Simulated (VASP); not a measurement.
Consider the following.

```
CELL_PARAMETERS angstrom
      0.00000     3.30231     3.30231
      3.30231     0.00000     3.30231
      3.30231     3.30231     0.00000
ATOMIC_POSITIONS crystal
  In 0.00000 0.00000 0.00000
  Sb 0.25000 0.25000 0.25000
```

Method: AM05 GGA, VASP's PBE PAW potentials (set 64) (plane waves; VASP). Run with 520 eV cut-off, 10×10×10 Γ-centred mesh, first-order Methfessel-Paxton smearing of 0.10 eV, potentials In_d Sb.

Unless said otherwise, spin-orbit coupling is left out, though it shifts the bands of the heavy elements here.

Task: Predict the energy per atom (σ→0), pressure, band gap (on the k-mesh) with the smallest direct gap where there is one.

Result: 
The band gap (on the k-mesh) comes out as none (metal, semimetal or under 0.01 eV) and the energy per atom (σ→0) comes out as -3.582 eV/atom. The pressure comes out as -1.10 GPa.

The compound is InSb in the zinc blende structure. This cell is one point of a volume scan, at 1.03 of the reference volume.
